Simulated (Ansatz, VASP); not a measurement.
## One calculation of LaAgS2, two programs

```
CELL_PARAMETERS angstrom
4.13002 0.00000 0.00000
0.00000 4.13002 0.00000
0.00000 0.00000 5.60490
ATOMIC_POSITIONS crystal
Ag 0.00000 0.00000 0.00000
S 0.00000 0.00000 0.50000
S 0.50000 0.50000 0.00000
La 0.50000 0.50000 0.50000
```

The cell was built by a generator and needn't be a form met in nature.

Alike in both runs: task single point; functional PBE; k mesh 6 × 6 × 6; occupations fermi-dirac, width 0.02 eV; no spin polarisation.

|  | VASP | Ansatz |
| --- | --- | --- |
| version | VASP 6.6.1 | Ansatz 0.2.0 |
| potentials or method | VASP PAW PBE potentials, release 64 (Ag, S, La) | plane waves, PAW |
| plane-wave cutoff (eV) | 520 | 420 |
| valence electrons in the cell | 34 | 42 |

```tsv
	VASP	Ansatz	Ansatz less VASP
pressure (GPa)	0.0	0.2	+0.13
largest component of the traceless stress (GPa)	0.13	0.12	-0.008
```

The functional is the same, so the differences come from potentials, cutoffs and numerics. The two sets of potentials don't hold the same shells in valence.

The runs have no spin-orbit coupling, so splittings on La are missing.
